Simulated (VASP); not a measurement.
```xyz
2
Lattice="4.2382 -2.2951 0.0118 4.2382 2.2951 0.0118 2.9848 0.0000 3.7843" Properties=species:S:1:pos:R:3 pbc="T T T"
Bi     2.6832     0.0000     0.8915
Bi     8.7780     0.0000     2.9164
```

Computed with PBE GGA, VASP's PBE PAW potentials (set 64) (plane waves; VASP). Settings: 500 eV cut-off, 10×10×10 Γ-centred mesh, first-order Methfessel-Paxton smearing of 0.10 eV, potentials Bi_d.

Unless said otherwise, spin-orbit coupling is left out, though it shifts the bands of the heavy elements here.

Predict the energy per atom (σ→0), band gap (on the k-mesh) with the smallest direct gap where there is one.

The band gap (on the k-mesh) is none (metal, semimetal or under 0.01 eV) and the energy per atom (σ→0) comes out as -3.888 eV/atom.

Only differences to runs with the same potentials and settings are physical.

The compound is Bi in the a7 structure. It was relaxed first.
